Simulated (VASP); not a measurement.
Input for VASP

### KPOINTS
```
Automatic
0
Gamma
  4 4 4
```

**POSCAR**
```
TiTe2
1
    6.8381912896    -0.0000000000     0.0000000000
    0.0000000000     6.8381912896    -0.0000000000
   -0.0000000000    -0.0000000000     6.8381912896
Ti Te
4 8
Direct
  0.0000000000   0.0000000000   0.0000000000
  0.5000000000   0.5000000000   0.0000000000
  0.0000000000   0.5000000000   0.5000000000
  0.5000000000   0.0000000000   0.5000000000
  0.3611405503   0.3611405503   0.3611405503
  0.8611405503   0.1388594497   0.6388594497
  0.6388594497   0.8611405503   0.1388594497
  0.1388594497   0.6388594497   0.8611405503
  0.6388594497   0.6388594497   0.6388594497
  0.1388594497   0.8611405503   0.3611405503
  0.3611405503   0.1388594497   0.8611405503
  0.8611405503   0.3611405503   0.1388594497
```

### INCAR
```
ALGO = Normal
EDIFF = 1E-6
EDIFFG = -0.02
ENCUT = 400
IBRION = 2
ISIF = 3
ISMEAR = 1
LASPH = .TRUE.
LCHARG = .FALSE.
LMAXMIX = 4
LMIXTAU = .TRUE.
LREAL = .FALSE.
LWAVE = .FALSE.
METAGGA = R2SCAN
NELM = 100
NSW = 60
PREC = Accurate
SIGMA = 0.1
SYSTEM = TiTe2
```

POTCAR, in this order: Ti_sv Te (PBE.64 set). Program: vasp_std.

Translate this r2SCAN calculation to Ansatz.

One equivalent input (not run):
Ansatz 0.2 input:
```yaml
crystal:
  lattice:
    - [6.8381913, 0.0000000, 0.0000000]
    - [0.0000000, 6.8381913, 0.0000000]
    - [0.0000000, 0.0000000, 6.8381913]
  atoms:
    - { symbol: Ti, position: [0.0000000, 0.0000000, 0.0000000] }
    - { symbol: Ti, position: [0.5000000, 0.5000000, 0.0000000] }
    - { symbol: Ti, position: [0.0000000, 0.5000000, 0.5000000] }
    - { symbol: Ti, position: [0.5000000, 0.0000000, 0.5000000] }
    - { symbol: Te, position: [0.3611406, 0.3611406, 0.3611406] }
    - { symbol: Te, position: [0.8611406, 0.1388594, 0.6388594] }
    - { symbol: Te, position: [0.6388594, 0.8611406, 0.1388594] }
    - { symbol: Te, position: [0.1388594, 0.6388594, 0.8611406] }
    - { symbol: Te, position: [0.6388594, 0.6388594, 0.6388594] }
    - { symbol: Te, position: [0.1388594, 0.8611406, 0.3611406] }
    - { symbol: Te, position: [0.3611406, 0.1388594, 0.8611406] }
    - { symbol: Te, position: [0.8611406, 0.3611406, 0.1388594] }
kpoints:
  mp_grid: { grid: [4, 4, 4] }
hamiltonian:
  xc: r2scan
  pseudopotentials: { kind: paw }
scf:
  occupations: { method: methfessel_paxton, width: 0.1 }
  max_iter: 100
relax:
  max_steps: 60
  f_tol: 0.02
  cell: {}
output: { forces: true, stress: true, eigenvalues: true }
```
Limits of the translation: each code has its own PAW files, so the cut-off isn't converted (ENCUT is set for VASP's; basis.ecutwfc is left out, and Ansatz then takes the one that its files recommend); Ansatz stops its SCF on the density residual and VASP on the energy change (EDIFF).

The structure was generated: TiTe2 was put into the pyrite type (Pa-3), which need not be its known phase. It was relaxed first, which changed the volume by -19 %. The start is the result of an earlier pass.
